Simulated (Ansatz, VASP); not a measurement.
**WC: VASP beside Ansatz**

Aim: how closely do two programs agree when they are given the same cell, functional and k mesh? The cell is taken from a series of runs on this material, whose earlier steps may have relaxed, scaled, displaced or heated it; both programs get it as it stands.

Calculated with Ansatz 0.2.0; plane waves, with VASP 6.6.1 beside it; relaxation of cell and atoms at PBEsol.

## Step 1: Set-up

Symmetry: I-42m, No. 121, tetragonal system. The conventional cell has a = 4.346 Å, b = 4.346 Å, c = 8.691 Å, α = 90.00°, β = 90.00°, γ = 90.00°. Nearest to W lie 6 C at 2.17 to 2.18 Å. C has 6 W at 2.17 to 2.18 Å nearest. Farther neighbours are not listed.

Coordinates:

```xyz
8
Lattice="0.0000 0.0000 -4.3456 4.3456 0.0000 0.0000 2.1728 -4.3456 -2.1728" Properties=species:S:1:pos:R:3 pbc="T T T"
W     2.2294    0.0000   -2.1162
W     4.2890    0.0000   -0.0566
W     4.2890   -2.1728   -2.1162
W     2.2294   -2.1728   -4.4021
C     0.0508    0.0000   -2.2236
C     2.1220    0.0000   -4.2948
C     2.1220   -2.1728   -2.2236
C     4.3964   -2.1728   -4.2948
```

## Step 2: VASP: relaxation of cell and atoms, PBEsol

The relaxed volume is the usual yardstick between codes: in a stiff, nearly cubic crystal its relative difference is about their pressure difference at one cell divided by the bulk modulus.

Lines of VASP's logs that name or quote its potential files are left out, and so is its time.

File INCAR:

```
SYSTEM = WC
PREC = Accurate
ENCUT = 600
EDIFF = 1E-07
NELM = 120
ISMEAR = 1
SIGMA = 0.2
LREAL = .FALSE.
ALGO = Normal
GGA = PS
NBANDS = 28
LASPH = .TRUE.
LORBIT = 11
LWAVE = .FALSE.
LCHARG = .FALSE.
ISIF = 3
IBRION = 2
NSW = 80
EDIFFG = -0.005
GGA_COMPAT = .FALSE.
NELMIN = 4
KPAR = 2
```

File POSCAR:

```
WC
1.0
    0.0000000000      0.0000000000     -4.3455660000
    4.3455660000      0.0000000000      0.0000000000
    2.1727830000     -4.3455660000     -2.1727830000
W C
4 4
Direct
    0.4869825645      0.5130176656      0.0000000000
    0.0130176656      0.9869825645      0.0000000000
    0.2369825645      0.7369825645      0.5000000000
    0.7630176656      0.2630176656      0.5000000000
    0.5116878618      0.0116878618      0.0000000000
    0.9883123683      0.4883123683      0.0000000000
    0.2616878618      0.2383123683      0.5000000000
    0.7383123683      0.7616878618      0.5000000000
```

File KPOINTS:

```
Automatic mesh
0
Gamma
10 10 10
0 0 0
```

PAW data sets: W and C (PBE family, release 64).

Launch:

```bash
mpirun -np 2 vasp_std
```

Numbers of over 12 decimals in the logs are rounded to 6 here.

The log of the run:

```text
[banner, memory and clock lines left out]
running    2 mpi-ranks, on    1 nodes
 distrk:  each k-point on    1 cores,    2 groups
 distr:  one band on    1 cores,    1 groups

 POSCAR found type information on POSCAR W C
 POSCAR found :  2 types and       8 ions
|                                                                             |
|               ----> ADVICE to this user running VASP <----                  |
|                                                                             |
|     You enforced a specific xc type in the INCAR file but a different       |
|     [... a line on the potential file left out ...]
|     I HOPE YOU KNOW WHAT YOU ARE DOING!                                     |
|                                                                             |

 LDA part: xc-table for (Slater+PW92), standard interpolation
 POSCAR, INCAR and KPOINTS ok, starting setup
 FFT: planning ... GRIDC
 FFT: planning ... GRID_SOFT
 FFT: planning ... GRID
 WAVECAR not read
 entering main loop
       N       E                     dE             d eps       ncg     rms          rms(c)
DAV:   1     0.196952736633E+03    0.19695E+03   -0.20753E+04  5720   0.149E+03
DAV:   2    -0.778488309401E+02   -0.27480E+03   -0.26459E+03  6640   0.374E+02
DAV:   3    -0.104750332201E+03   -0.26902E+02   -0.25824E+02  8136   0.859E+01
DAV:   4    -0.105648727958E+03   -0.89840E+00   -0.88737E+00  7776   0.166E+01
DAV:   5    -0.105669256484E+03   -0.20529E-01   -0.20460E-01  7780   0.243E+00    0.694E+01
DAV:   6    -0.927869427022E+02    0.12882E+02   -0.70859E+01  7520   0.380E+01    0.243E+01
DAV:   7    -0.924134079604E+02    0.37353E+00   -0.32336E+00  7492   0.106E+01    0.152E+01
DAV:   8    -0.923035037695E+02    0.10990E+00   -0.37637E-01  6880   0.336E+00    0.139E+00
DAV:   9    -0.922883765478E+02    0.15127E-01   -0.11060E-01  7992   0.155E+00    0.465E-01
DAV:  10    -0.922872082759E+02    0.11683E-02   -0.87413E-03  7464   0.555E-01    0.868E-02
DAV:  11    -0.922871968415E+02    0.11434E-04   -0.29483E-04  7880   0.104E-01    0.160E-02
DAV:  12    -0.922871964294E+02    0.41206E-06   -0.18836E-05  7780   0.237E-02    0.835E-03
DAV:  13    -0.922871948333E+02    0.15961E-05   -0.13901E-05  8328   0.165E-02    0.330E-03
DAV:  14    -0.922871947073E+02    0.12600E-06   -0.84943E-07  7492   0.535E-03    0.168E-03
DAV:  15    -0.922871946623E+02    0.44992E-07   -0.20290E-08  4032   0.947E-04
   1 F= -.92287195E+02 E0= -.92287887E+02  d E =-.922872E+02
[... from here on, the cycles between the ionic steps are left out ...]
   2 F= -.92298808E+02 E0= -.92298594E+02  d E =-.116138E-01
   3 F= -.92300617E+02 E0= -.92300579E+02  d E =-.134223E-01
  10 F= -.92324939E+02 E0= -.92324548E+02  d E =-.304174E-03
  11 F= -.92325030E+02 E0= -.92324624E+02  d E =-.394195E-03
  12 F= -.92325029E+02 E0= -.92324624E+02  d E =-.394025E-03
  13 F= -.92325047E+02 E0= -.92324641E+02  d E =-.176481E-04
  14 F= -.92325049E+02 E0= -.92324643E+02  d E =-.199151E-04
  15 F= -.92325052E+02 E0= -.92324646E+02  d E =-.231134E-04
  16 F= -.92325053E+02 E0= -.92324646E+02  d E =-.240975E-04
  17 F= -.92325059E+02 E0= -.92324652E+02  d E =-.535074E-05
  18 F= -.92325071E+02 E0= -.92324665E+02  d E =-.175751E-04
  19 F= -.92325078E+02 E0= -.92324673E+02  d E =-.247343E-04
  20 F= -.92325079E+02 E0= -.92324674E+02  d E =-.251318E-04
  21 F= -.92325083E+02 E0= -.92324679E+02  d E =-.451327E-05
  22 F= -.92325085E+02 E0= -.92324683E+02  d E =-.675342E-05
 curvature:  -0.38 expect dE=-0.567E-05 dE for cont linesearch -0.517E-10
 trial: gam= 0.74433 g(F)=  0.687E-05 g(S)=  0.805E-05 ort =-0.528E-07 (trialstep = 0.304E+00)
 search vector abs. value=  0.262E-04
 bond charge predicted
       N       E                     dE             d eps       ncg     rms          rms(c)
DAV:   1    -0.923250889339E+02   -0.35910E-05   -0.29028E-04  5740   0.789E-02    0.853E-03
DAV:   2    -0.923250892256E+02   -0.29174E-06   -0.41673E-06  8156   0.113E-02    0.543E-03
DAV:   3    -0.923250893004E+02   -0.74755E-07   -0.18375E-07  4924   0.233E-03    0.625E-04
DAV:   4    -0.923250893351E+02   -0.34780E-07   -0.21762E-08  3764   0.104E-03
  23 F= -.92325089E+02 E0= -.92324687E+02  d E =-.401997E-05
 trial-energy change:   -0.000004  1 .order   -0.000004   -0.000005   -0.000003
 step:   0.8707(harm=  0.8707)  dis= 0.00041  next Energy=   -92.325092 (dE=-0.648E-05)
 reached required accuracy - stopping structural energy minimisation
```

OUTCAR, selected parts (step 2):

```text
ion  position               nearest neighbor table
   1  0.487  0.513  0.000-   5 2.17   6 2.17   8 2.17   7 2.18   6 2.18   5 2.18   2 2.91   3 2.99
                             4 2.99   4 3.07   4 3.07   3 3.07   3 3.07   2 3.08   2 3.08   4 3.15
   2  0.013  0.987  0.000-   5 2.17   6 2.17   7 2.17   8 2.18   6 2.18   5 2.18   1 2.91   4 2.99
                             3 2.99   3 3.07   3 3.07   4 3.07   4 3.07   1 3.08   1 3.08   3 3.15
   3  0.237  0.737  0.500-   7 2.17   8 2.17   6 2.17   5 2.18   8 2.18   7 2.18   4 2.91   2 2.99
                             1 2.99   2 3.07   2 3.07   1 3.07   1 3.07   4 3.08   4 3.08   1 3.15
   4  0.763  0.263  0.500-   7 2.17   8 2.17   5 2.17   6 2.18   8 2.18   7 2.18   3 2.91   2 2.99
                             1 2.99   1 3.07   1 3.07   2 3.07   2 3.07   3 3.08   3 3.08   2 3.15
   5  0.512  0.012  0.000-   1 2.17   2 2.17   4 2.17   3 2.18   2 2.18   1 2.18
   6  0.988  0.488  0.000-   1 2.17   2 2.17   3 2.17   4 2.18   2 2.18   1 2.18
   7  0.262  0.238  0.500-   4 2.17   3 2.17   2 2.17   1 2.18   3 2.18   4 2.18
   8  0.738  0.762  0.500-   4 2.17   3 2.17   1 2.17   2 2.18   3 2.18   4 2.18

  LATTYP: Found a body centered tetragonal cell.
 ALAT       =     4.3455660000
 C/A-ratio  =     2.0000000000

 Subroutine GETGRP returns: Found  8 space group operations
 (whereof  2 operations were pure point group operations)

The static configuration has the point symmetry C_1h.
 The point group associated with its full space group is D_2d.

 Found    102 irreducible k-points:

   k-points           NKPTS =    102   k-points in BZ     NKDIM =    102   number of bands    NBANDS=     28

   dimension x,y,z NGX =    36 NGY =   36 NGZ =   48
   dimension x,y,z NGXF=    72 NGYF=   72 NGZF=   96

   ENCUT  =  600.0 eV  44.10 Ry    6.64 a.u.   8.68  8.68 10.63*2*pi/ulx,y,z

   NELECT =      40.0000    total number of electrons

 k-points in reciprocal lattice and weights: Automatic mesh
   0.00000000  0.00000000  0.00000000       0.001
   0.10000000  0.00000000  0.00000000       0.008
   0.20000000  0.00000000  0.00000000       0.008
   0.30000000  0.00000000  0.00000000       0.008
   0.40000000  0.00000000  0.00000000       0.008
   0.50000000  0.00000000  0.00000000       0.004
   0.10000000  0.10000000  0.00000000       0.008
   0.20000000  0.10000000 -0.00000000       0.016
   0.30000000  0.10000000  0.00000000       0.016
[...]
-0.10000000 -0.10000000  0.40000000       0.004
   0.00000000  0.00000000  0.50000000       0.001

 average (electrostatic) potential at core
       1 -36.8286       2 -36.8286       3 -36.8286       4 -36.8286       5 -46.0284
       6 -46.0284       7 -46.0284       8 -46.0284

 E-fermi :   9.6254

 k-point     1 :       0.0000    0.0000    0.0000
  band No.  band energies     occupation
    ...
     18       8.7024      2.00000
     19       8.7586      2.00000
     20       8.7586      2.00000
     21       8.7968      2.00000
     22       8.8230      2.00000
     23      10.2163     -0.00024
     24      10.4101     -0.00000
     25      10.5254     -0.00000
     26      10.8103     -0.00000
     27      11.1676     -0.00000
    ...

 k-point     2 :       0.1000    0.0000    0.0000
  band No.  band energies     occupation
    ...
     17       7.1066      2.00000
     18       7.4038      2.00000
     19       8.3555      2.00000
     20       8.9874      2.00006
     21       9.4067      2.06461
     22       9.8871     -0.06900
     23      10.0092     -0.02057
     24      10.3580     -0.00000
     25      10.7497     -0.00000
     26      10.9190     -0.00000
    ...

 k-point     3 :       0.2000    0.0000    0.0000
  band No.  band energies     occupation
    ...
     18       7.5842      2.00000
     19       8.4871      2.00000
     20       9.1658      2.00544
     21       9.3944      2.06927
     22       9.6675      0.65243
     23      10.2024     -0.00035
     24      10.9515     -0.00000
     25      11.0230     -0.00000
     26      11.7441     -0.00000
     27      11.9280     -0.00000
    ...

  Total       -0.0127497      0.0059760     -0.0127497     -0.0000000     -0.0000000      0.0000000
  in kB       -0.2485457      0.1164979     -0.2485457     -0.0000000     -0.0000000      0.0000000
  external PRESSURE =      -0.1268645 kB  Pullay stress =       0.0000000 kB

  energy-cutoff  :      600.00
  volume of cell :       82.19
      direct lattice vectors                 reciprocal lattice vectors
     0.000000000  0.000000000 -4.368862056     0.000000000  0.116118684 -0.228892555
     4.368862056  0.000000000  0.000000000     0.228892555  0.116118684  0.000000000
     2.184431028 -4.305939270 -2.184431028     0.000000000 -0.232237367 -0.000000000

 POSITION                                       TOTAL-FORCE (eV/Angst)
 -----------------------------------------------------------------------------------
      4.46125     -4.29989     -4.27647         0.002142     -0.002817      0.002142
      6.46090     -4.29989     -2.27682        -0.002142     -0.002817     -0.002142
      4.27647     -2.15902     -2.09204        -0.002142      0.002817      0.002142
      2.27682     -2.15902     -4.46125         0.002142      0.002817     -0.002142
      0.07325     -0.00426     -2.25768         0.001219      0.003616     -0.001219
      2.11118     -0.00426     -4.29561        -0.001219      0.003616      0.001219
      2.11118     -2.14871     -2.25768        -0.001219     -0.003616     -0.001219
      4.44211     -2.14871     -4.29561         0.001219     -0.003616      0.001219
 -----------------------------------------------------------------------------------
    total drift:                               -0.000150      0.000052      0.000098

  FREE ENERGIE OF THE ION-ELECTRON SYSTEM (eV)
  ---------------------------------------------------
  free  energy   TOTEN  =       -92.3250893351 eV

  energy  without entropy=      -92.3238838213  energy(sigma->0) =      -92.32468750

 reached required accuracy - stopping structural energy minimisation

 total charge
# of ion       s       p       d       tot
------------------------------------------
    1        0.579   0.809   4.394   5.781
    2        0.579   0.809   4.394   5.781
    3        0.579   0.809   4.394   5.781
    4        0.579   0.809   4.394   5.781
    5        0.855   1.580   0.000   2.435
    6        0.855   1.580   0.000   2.435
    7        0.855   1.580   0.000   2.435
    8        0.855   1.580   0.000   2.435
--------------------------------------------------
tot          5.733   9.555  17.576  32.863

[... 3 further parts left out ...]
```

CONTCAR:

```
WC
   1.00000000000000
     0.0000000000000001    0.0000000000000000   -4.3688620561243949
     4.3688620561243949    0.0000000000000001    0.0000000000000000
     2.1844310280621975   -4.3059392704694401   -2.1844310280621975
  W               C
     4     4
Direct
     0.4795553155179809    0.5218508702187046    0.9985940443633211
     0.0218508702187044    0.9795553155179810    0.9985940443633211
     0.2281493598813022    0.7281493598813020    0.5014059556366789
     0.7704449145820256    0.2704449145820257    0.5014059556366789
     0.5162716421217731    0.0162716421217731    0.0009888693284601
     0.9827397186497666    0.4827397186497663    0.0009888693284601
     0.2672605114502332    0.2337285879782264    0.4990111306715400
     0.7337285879782264    0.7672605114502329    0.4990111306715400
```

The data set W keeps the semicore shell frozen, which is cheaper and a little less accurate. The run keeps the 8 symmetry operations of its start, so it cannot find a distortion of lower symmetry.

(Part 1 of 2 ends here.)

[Lines on the potential files, build, host, timing and source positions are cut from VASP's logs without a mark.]

[Logs are printed without paths, hosts, clocks, repeated set-up lines and the standing remarks that a program may print on its own settings, such as how far it seeks lower states.]

[Hosts, paths, dates, database ids (printed as entryN), source tags and the programs' standing remarks are cut or masked in the printed files.]
